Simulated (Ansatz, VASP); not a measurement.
## Cross-check of H23C11 (amorphous polyisobutylene at 460 K) between VASP and Ansatz

Aim: how closely do two programs agree when they are given the same cell, functional and k mesh? The cell is taken from a series of runs on this material, whose earlier steps may have relaxed, scaled, displaced or heated it; both programs get it as it stands.

Main program and level: Ansatz 0.2.0; plane waves, with VASP 6.6.1 beside it; single point at r2SCAN with D3(BJ).

### 1. Starting point

The cell holds 136 atoms: 44 C and 92 H. Its edges and angles: a = 10.871 Å, b = 10.871 Å, c = 10.871 Å, α = 90.0°, β = 90.0°, γ = 90.0°. As first built, before any earlier steps moved the atoms (in the runner's words): 2 polyisobutylene chains of 5 units placed at random, at 0.803 g/cm^3; overlaps pushed apart, then 20 ps at 800 K with MMFF94 bonds, angles, torsions, charges and radii (Halgren, J. Comput. Chem. 17, 490 (1996)) in harmonic and 12-6 forms; charges of ions scaled by 0.8. Snapshot after 30 ps at 460 K and fixed volume.

### 2. VASP: single point, r2SCAN with D3(BJ)

With cell and atoms fixed, the geometry can't cause a difference; cores, projectors, grids and the points listed under the comparison can.

Lines of VASP's logs that name or quote its potential files are left out, and so is its time.

The input, INCAR:

```
SYSTEM = H23C11
PREC = Accurate
ENCUT = 660
EDIFF = 1E-06
NELM = 120
ISMEAR = 0
SIGMA = 0.01
LREAL = Auto
ALGO = Normal
METAGGA = R2SCAN
IVDW = 12
VDW_S6 = 1
VDW_S8 = 0.78981345
VDW_A1 = 0.49484001
VDW_A2 = 5.73083694
LASPH = .TRUE.
NBANDS = 229
LORBIT = 11
LWAVE = .FALSE.
LCHARG = .FALSE.
ISIF = 2
GGA_COMPAT = .FALSE.
EFERMI = MIDGAP
LMIXTAU = .TRUE.
```

The input, POSCAR:

```
H23C11
1.0
   10.8707500000      0.0000000000      0.0000000000
    0.0000000000     10.8707500000      0.0000000000
    0.0000000000      0.0000000000     10.8707500000
C H
44 92
Direct
    0.0791200000      0.6214700000      0.5348300000
    0.9671300000      0.6574800000      0.6068500000
    0.9177700000      0.5672100000      0.6988500000
    0.9305200000      0.4329600000      0.6506400000
    0.7788700000      0.5858000000      0.7283800000
    0.9944800000      0.5632800000      0.8197000000
    0.0200100000      0.6877700000      0.8885600000
    0.1380500000      0.7576000000      0.8334100000
    0.9226700000      0.7840500000      0.8879600000
    0.0599500000      0.6591700000      0.0141700000
    0.9812800000      0.5853000000      0.1125100000
    0.0173200000      0.6401900000      0.2392700000
    0.8456900000      0.6107900000      0.0976200000
    0.0264100000      0.4523200000      0.1102200000
    0.9489200000      0.3380500000      0.1451900000
    0.9065600000      0.3436500000      0.2796000000
    0.8275100000      0.3370700000      0.0759900000
    0.0266500000      0.2162400000      0.1479900000
    0.0855700000      0.1674900000      0.0316500000
    0.0147000000      0.1902500000      0.9211800000
    0.1125800000      0.0280700000      0.0607000000
    0.2100000000      0.2368500000      0.0132300000
    0.5053000000      0.4291200000      0.1357900000
    0.5344500000      0.5008200000      0.2571700000
    0.4578400000      0.4669500000      0.3736500000
    0.3248100000      0.5151400000      0.3571100000
    0.5342500000      0.5410600000      0.4733800000
    0.4588700000      0.3160000000      0.3946100000
    0.4196400000      0.2549300000      0.5188600000
    0.5194700000      0.2644500000      0.6180300000
[... 100 atom lines left out ...]
    0.7365000000      0.8963300000      0.9891600000
    0.6371100000      0.9460000000      0.8837300000
    0.6645600000      0.0444400000      0.9893400000
    0.3697500000      0.9521200000      0.9904000000
    0.4751800000      0.0844900000      0.0349400000
    0.3955400000      0.9887200000      0.1451500000
```

The input, KPOINTS:

```
Automatic mesh
0
Gamma
1 1 1
0 0 0
```

Potentials, in the order of the species: C and H (PBE family, release 64).

The run is started by

```bash
$ export OMP_NUM_THREADS=3
$ mpirun -np 1 vasp_gam
```

Numbers of over 12 decimals in the logs are rounded to 6 here.

What it wrote:

```text
[banner, memory and clock lines left out]
running    1 mpi-ranks, on    1 nodes
[...]
Offloading initialized ...    1 GPUs detected
[...]
|                                                                             |
|               ----> ADVICE to this user running VASP <----                  |
|                                                                             |
|     You enforced a specific xc type in the INCAR file but a different       |
|     [... a line on the potential file left out ...]
|     I HOPE YOU KNOW WHAT YOU ARE DOING!                                     |
|                                                                             |

 LDA part: xc-table for (None), standard interpolation
 POSCAR, INCAR and KPOINTS ok, starting setup
[...]
entering main loop
       N       E                     dE             d eps       ncg     rms          rms(c)
DAV:   1     0.180351540334E+04    0.18035E+04   -0.14926E+05   458   0.129E+03
DAV:   2    -0.629169475208E+03   -0.24327E+04   -0.22675E+04   591   0.263E+02
DAV:   3    -0.888199683020E+03   -0.25903E+03   -0.25677E+03   588   0.858E+01
DAV:   4    -0.895058848773E+03   -0.68592E+01   -0.68397E+01   588   0.159E+01
[...]
DAV:  20    -0.769517691330E+03   -0.50088E-05   -0.18398E-06   452   0.388E-03    0.203E-03
DAV:  21    -0.769517692658E+03   -0.13275E-05   -0.10260E-06   404   0.254E-03    0.101E-03
DAV:  22    -0.769517693207E+03   -0.54987E-06   -0.45970E-07   428   0.173E-03
   1 F= -.77258072E+03 E0= -.77258072E+03  d E =0.000000E+00
```

Parts of OUTCAR (step 2):

```text
  FREE ENERGIE OF THE ION-ELECTRON SYSTEM (eV)
  ---------------------------------------------------
  free  energy   TOTEN  =      -772.5807188809 eV

  energy  without entropy=     -772.5807188809  energy(sigma->0) =     -772.58071888
```

The run ends at a pressure of 1.57 GPa, with forces up to 4.2 eV/Å.

### 3. Ansatz: single point, r2SCAN with D3(BJ)

Ansatz runs on its default PAW (the set named soft_2) files.

The same cell, functional and mesh now go to Ansatz, which takes its cutoff from its data sets.

The input, input.yaml:

```yaml
crystal:
  lattice:
    - [10.87075, 0.0, 0.0]
    - [0.0, 10.87075, 0.0]
    - [0.0, 0.0, 10.87075]
  atoms:
    - { symbol: C, position: [0.07912, 0.62147, 0.53483] }
    - { symbol: C, position: [0.96713, 0.65748, 0.60685] }
    - { symbol: C, position: [0.91777, 0.56721, 0.69885] }
    - { symbol: C, position: [0.93052, 0.43296, 0.65064] }
    - { symbol: C, position: [0.77887, 0.5858, 0.72838] }
    - { symbol: C, position: [0.99448, 0.56328, 0.8197] }
    - { symbol: C, position: [0.02001, 0.68777, 0.88856] }
    - { symbol: C, position: [0.13805, 0.7576, 0.83341] }
    - { symbol: C, position: [0.92267, 0.78405, 0.88796] }
    - { symbol: C, position: [0.05995, 0.65917, 0.01417] }
    - { symbol: C, position: [0.98128, 0.5853, 0.11251] }
    - { symbol: C, position: [0.01732, 0.64019, 0.23927] }
    - { symbol: C, position: [0.84569, 0.61079, 0.09762] }
    - { symbol: C, position: [0.02641, 0.45232, 0.11022] }
    - { symbol: C, position: [0.94892, 0.33805, 0.14519] }
    - { symbol: C, position: [0.90656, 0.34365, 0.2796] }
    - { symbol: C, position: [0.82751, 0.33707, 0.07599] }
    - { symbol: C, position: [0.02665, 0.21624, 0.14799] }
    - { symbol: C, position: [0.08557, 0.16749, 0.03165] }
    - { symbol: C, position: [0.0147, 0.19025, 0.92118] }
    - { symbol: C, position: [0.11258, 0.02807, 0.0607] }
    - { symbol: C, position: [0.21, 0.23685, 0.01323] }
    - { symbol: H, position: [0.07834, 0.53612, 0.48136] }
    - { symbol: H, position: [0.16038, 0.61689, 0.59605] }
    - { symbol: H, position: [0.09827, 0.6949, 0.47472] }
    - { symbol: H, position: [0.8901, 0.689, 0.54412] }
    - { symbol: H, position: [0.9935, 0.75053, 0.64088] }
    - { symbol: H, position: [0.90511, 0.36552, 0.71863] }
    - { symbol: H, position: [0.02301, 0.41578, 0.63818] }
    - { symbol: H, position: [0.88406, 0.42305, 0.56178] }
[... 100 atom lines left out ...]
    - { symbol: H, position: [0.7365, 0.89633, 0.98916] }
    - { symbol: H, position: [0.63711, 0.946, 0.88373] }
    - { symbol: H, position: [0.66456, 0.04444, 0.98934] }
    - { symbol: H, position: [0.36975, 0.95212, 0.9904] }
    - { symbol: H, position: [0.47518, 0.08449, 0.03494] }
    - { symbol: H, position: [0.39554, 0.98872, 0.14515] }
kpoints:
  mp_grid: { grid: [1, 1, 1] }
hamiltonian:
  xc: r2scan
  dispersion: d3bj
scf:
  occupations: { method: fixed }
output:
  forces: true
  stress: true
  populations: true
  dos:
    method: { smearing: { sigma: 0.08 } }
    de: 0.1
    projected: { site_lists: { C: [C], H: [H] } }
  eigenvalues: true
  write_density: true
  write_potential: true
  volumetric_format: npy
```

The run is started by

```bash
$ ansatz run input.yaml --threads 8 --pin off --max-ram 15872MiB --backend cpu --events-out ev --progress --plain --runs-dir out
```

What it wrote:

```text
Warning: the engine holds no damping parameters fitted to this dispersion correction and functional, so the run takes those fitted to r2scan beside the three-body term, which d3bj leaves out (hamiltonian.dispersion, under Limitations)
Engine: ansatz 0.2.0, aarch64-unknown-linux-gnu
Pseudopotentials: kind: paw
Pseudopotential: C, paw, valence charge 4, recommended cutoff 500 eV (meta_gga), C.paw.azcp
Pseudopotential: H, paw, valence charge 1, recommended cutoff 500 eV (meta_gga), H.paw.azcp
Functional definition: r2SCAN
  parameter k0 = 0.174
  parameter k1 = 0.065
  parameter a1 = 4.9479
  exchange = r2scan_x(k0 = k0, k1 = k1, a1 = a1)
  correlation = r2scan_c
Crystal: 136 atoms, lattice volume = 1284.631 Å³
Basis set: ecut = 500 eV, 32531 PW (Γ), exchange–correlation on 320×320×320 points (64 copies of the dense FFT grid, shifted against one another)
Bands: 270, of which v1, the nominal top of the filled ones, is band 134 counted from 1 (133 counted from 0)
Symmetry: 1 space group operations
Space group: P1 (ITA 1), of the structure as read, at distance tolerance 1.1e-4 Å
k-points: 1
Non-local potential: C, projectors of the file, l = 0: 2, l = 1: 2, l = 2: 1
Non-local potential: H, projectors of the file, l = 0: 2, l = 1: 1
PAW form: soft (Blöchl's): semilocal exchange-correlation on the pseudo side does not see the compensation charge
PAW frozen core: C, regenerated for the run's functional (the file was generated under x = pbe(κ = 0.804, μ = 0.219515), c = pbe(β = 0.066725))
PAW one-centre angular grid: C, 302 points (default); XC on 239 of its mesh's 2573 points in the sphere
PAW one-centre angular grid: H, 302 points (default); XC on 160 Gauss nodes
Initial density: superposition of atomic densities (neutral atoms: chi_scale 0, normalization atom), corrected by the library's trained network
Initial wavefunctions: pseudopotential atomic-orbital guess
Functional: x = r2scan, c = r2scan; τ floored in thin density (d = 2e-4 eV/Å³)
SCF iter   1: F=—  HF=-12559.807460 eV  |F-HF|=—  |Δ(HF+E_count)|=         —  Δρ=6.42e-3  dr2=4.32e-1  dr2_τ=9.73e0  ethr=1.77e-3  ⟨swp⟩=4.0  Hψ=943  notcnv=0  defer=132
preconditioner: auto → Resta (q_TF=auto, 2.101 Å⁻¹)  ε∞=2.1  [insulator: Δε(μ)=5.304 eV  Ē_g=16.283 eV  n_scr=202 (ndim 8)  ℏωp=17.0 eV  f_vac=0.268  ε∞_Penn≈2.1]
SCF iter   2: F=—  HF=-12557.685093 eV  |F-HF|=—  |Δ(HF+E_count)|=    2.12e0  Δρ=3.23e-3  dr2=9.24e-2  dr2_τ=5.90e-3  ethr=1.61e-4  ⟨swp⟩=3.0  Hψ=453  notcnv=0  defer=134
SCF iter   3: F=—  HF=-12557.696548 eV  |F-HF|=—  |Δ(HF+E_count)|=   1.15e-2  Δρ=7.36e-4  dr2=9.89e-3  dr2_τ=9.35e-4  ethr=3.45e-5  ⟨swp⟩=3.0  Hψ=244  notcnv=0  defer=134
SCF iter   4: F=—  HF=-12557.702523 eV  |F-HF|=—  |Δ(HF+E_count)|=   5.97e-3  Δρ=2.99e-4  dr2=1.74e-3  dr2_τ=2.52e-4  ethr=3.69e-6  ⟨swp⟩=3.0  Hψ=278  notcnv=0  defer=134
SCF iter   5: F=—  HF=-12557.705431 eV  |F-HF|=—  |Δ(HF+E_count)|=   2.91e-3  Δρ=9.34e-5  dr2=2.27e-4  dr2_τ=8.72e-6  ethr=6.49e-7  ⟨swp⟩=3.0  Hψ=273  notcnv=0  defer=134
SCF iter   6: F=—  HF=-12557.706558 eV  |F-HF|=—  |Δ(HF+E_count)|=   1.13e-3  Δρ=2.45e-5  dr2=1.28e-5  dr2_τ=9.90e-7  ethr=8.48e-8  ⟨swp⟩=3.0  Hψ=250  notcnv=0  defer=134
SCF iter   7: F=—  HF=-12557.706732 eV  |F-HF|=—  |Δ(HF+E_count)|=   1.75e-4  Δρ=1.22e-5  dr2=2.61e-6  dr2_τ=2.89e-7  ethr=4.78e-9  ⟨swp⟩=2.0  Hψ=401  notcnv=0  defer=134
SCF iter   8: F=—  HF=-12557.706739 eV  |F-HF|=—  |Δ(HF+E_count)|=   7.08e-6  Δρ=2.83e-6  dr2=1.50e-7  dr2_τ=1.17e-8  ethr=9.76e-10  ⟨swp⟩=2.0  Hψ=273  notcnv=0  defer=134
SCF iter   9: F=-12557.706741 eV  HF=-12557.706741 eV  |F-HF|=8.71e-8  |Δ(HF+E_count)|=   1.24e-6  Δρ=1.12e-6  dr2=2.13e-8  dr2_τ=2.25e-9  ethr=3.73e-11  ⟨swp⟩=24.0  Hψ=2719  notcnv=0
SCF 1 converged in 9 iterations: F = -12557.706741 eV  dr2 = 2.13e-8
  greatest PAW one-centre occupation: 0.691 electrons in one spin orbital (limit 2), on the C atom at site 19 (counted from 0), in its partial waves of l = 0
[...]
atom  85  C      0.31103815     1.99055138    -1.05525904
  atom  86  C      1.42873191    -0.60720490    -0.47751916
  atom  87  C      1.39941704    -1.72325221    -1.69676376
  atom  88  C     -1.93752565    -1.39550359    -0.73856235
  atom  89  C      0.24135459     1.10092984     2.13023451
  atom  90  C     -1.53881210     1.44290747     0.72754984
  atom  91  H     -0.59793663     0.40644779    -0.72142750
  atom  92  H      0.52248518    -0.51699927     1.00516946
  atom  93  H     -1.10251796    -0.76892306    -0.01764307
  atom  94  H     -1.21260622    -0.46305116     0.35487686
  atom  95  H      2.75684504    -1.17420905     0.49565378
  atom  96  H     -0.54339872     0.18619029     0.46442289
  atom  97  H      0.04605782     0.63564308    -0.80685924
  atom  98  H     -0.35170227     0.02894968     0.53065213
  atom  99  H     -0.98125754     0.15456396     1.15267633
  atom 100  H      0.49626099    -2.20164548    -0.25376256
  atom 101  H     -0.27996860     1.06440765    -1.38627471
  atom 102  H     -0.15749328    -0.35558084     0.49904315
  atom 103  H      0.70357538    -0.32138567    -0.06635978
  atom 104  H     -0.42482170    -1.07370608     1.58723130
  atom 105  H     -0.75482729    -0.34671729     0.38586821
  atom 106  H     -0.67436202    -0.68080816     0.06655100
  atom 107  H     -0.12729080    -0.26287452    -0.29664675
  atom 108  H      0.49262610     2.35066855     0.08867843
[...]
atom 129  H      1.22253649     0.14933034    -0.39127594
  atom 130  H     -0.42325203     1.39480358     0.23074384
  atom 131  H      0.20732124    -0.13043209     0.41014501
  atom 132  H     -1.23815736    -0.82132349    -1.94147270
  atom 133  H      0.33773181    -0.39252541     0.65130330
  atom 134  H      0.32896399     0.94161330    -0.11509490
  atom 135  H     -0.82360795    -1.07759763    -0.03431712
  atom 136  H     -0.09516151     0.38542801    -0.59725532
  max |Σ_I F_I| component: 1.51e-4 eV/Å
--- Stress (GPa, compression-positive) ---
        1.826636      -1.331199       0.163689
       -1.331199       0.141963       0.646034
        0.163689       0.646034       2.359335
  P = ⅓ Tr σ = 1.4426 GPa (14.426 kbar)
--- Band table (eV) ---
  k-point 0: bands = [... 130 lower, -2.4380, -2.2635, -2.1784, -2.1249, 3.4777, 4.3184, 4.5343, 4.5715, ... 132 higher]
--- Löwdin populations: 136 sites ---
  site symbol       q [e]
     0      C      4.4505
     1      C      4.2545
     2      C      3.9008
     3      C      4.4814
     4      C      4.4760
     5      C      4.2891
     6      C      3.9093
     7      C      4.4698
     8      C      4.4423
     9      C      4.2867
    10      C      3.9124
    11      C      4.4850
    12      C      4.4363
    13      C      4.3175
    14      C      3.9140
    15      C      4.4458
    16      C      4.4445
    17      C      4.2829
    18      C      3.8857
    19      C      4.4710
    20      C      4.4641
    21      C      4.4735
    22      H      0.8282
    23      H      0.8395
[...]
128      H      0.8526
   129      H      0.8358
   130      H      0.8253
   131      H      0.7893
   132      H      0.8343
   133      H      0.8281
   134      H      0.8314
   135      H      0.8400
  spilling = 0.011132 (of n_electrons = 268.000000)
```

The column dr2 measures how far the density is from self-consistency, as an energy; F and HF (Harris–Foulkes) agree once it is small.

### 4. Side by side

Known differences besides the potentials themselves: VASP keeps PBE cores, Ansatz makes them for the functional; fixed occupations in Ansatz, narrow Gaussian smearing in VASP; the cutoff is 500 eV in Ansatz and 660 eV in VASP (PREC = Accurate, projectors in real space). Total energies have different zeros and are not compared.

Both answers:

| quantity | Ansatz | VASP | difference |
| --- | --- | --- | --- |
| pressure (GPa) | 1.44 | 1.57 | -0.13 |
| gap on the k mesh (eV) | 5.603 | 5.613 | -0.010 |

Forces on 10 of the 136 atoms, those with the largest forces and the largest differences (eV/Å; atoms numbered as in POSCAR):

| atom | Ansatz x, y, z | VASP x, y, z |
| --- | --- | --- |
| C5 | 1.868, 1.721, -2.709 | 1.891, 1.739, -2.696 |
| C14 | -3.344, -0.864, -1.474 | -3.396, -0.858, -1.436 |
| C19 | 3.545, -0.426, 2.083 | 3.561, -0.441, 2.096 |
| C21 | -3.154, 1.209, 0.144 | -3.168, 1.253, 0.143 |
| C30 | 2.672, 1.848, -2.497 | 2.651, 1.847, -2.521 |
| C31 | -1.455, -2.522, -2.000 | -1.439, -2.551, -1.998 |
| H68 | -0.266, 2.189, -0.723 | -0.271, 2.259, -0.719 |
| H72 | 0.388, -0.178, -1.718 | 0.399, -0.192, -1.786 |
| H73 | 2.991, -0.146, 1.910 | 3.055, -0.148, 1.939 |
| H95 | 2.757, -1.174, 0.496 | 2.827, -1.174, 0.513 |

The forces differ by 30 meV/Å r.m.s., which is 3.0 % of the r.m.s. force of 1.007 eV/Å (both taken over all components). A gap on the mesh is an upper bound, since the band edges may lie between its points.

### 5. Results

| Item | Value |
| --- | --- |
| r.m.s. force difference (single point, r2SCAN with D3(BJ)) | 3.0 % of the r.m.s. force |

What this shows: The r.m.s. force difference is 3.0 % of the r.m.s. force (single point, r2SCAN with D3(BJ)), at about the 3 % picked in this series as the mark of a large difference. How closely two codes agree says nothing of how well the functional describes the real material.

[Lines on the potential files, build, host, timing and source positions are cut from VASP's logs without a mark.]

[Logs are printed without paths, hosts, clocks, repeated set-up lines and the standing remarks that a program may print on its own settings, such as how far it seeks lower states.]

[Hosts, paths, dates, database ids (printed as entryN), source tags and the programs' standing remarks are cut or masked in the printed files.]

[The MMFF94 radii named for the starting cell were scaled by 0.96; in molecules described by MMFF94, hydrogen bound to N, O or S took a small fixed 12-6 site in their place.]
